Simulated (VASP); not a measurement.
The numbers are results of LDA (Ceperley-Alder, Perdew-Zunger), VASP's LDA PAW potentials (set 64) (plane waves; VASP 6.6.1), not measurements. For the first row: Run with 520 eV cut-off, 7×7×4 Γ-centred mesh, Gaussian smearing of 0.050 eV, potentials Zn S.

```json
[
 {"system": "ZnS (wurtzite)", "energy (eV/atom)": "-4.1005"},
 {"system": "Zn atom", "energy (eV/atom)": "-0.0035"},
 {"system": "S atom", "energy (eV/atom)": "-0.7117"}
]
```

Atoms are spin-polarised in a large box without symmetry, with the spin fixed by Hund's rule, and may not be in the lowest state of each functional; no zero-point energy is added.

Task: What is the cohesive energy per atom of ZnS?

Result: The references average (2×(-0.0035) + 2×(-0.7117))/4 = -0.3576 eV, so the cohesive energy is -0.3576 − (-4.1005) = 3.743 eV/atom.
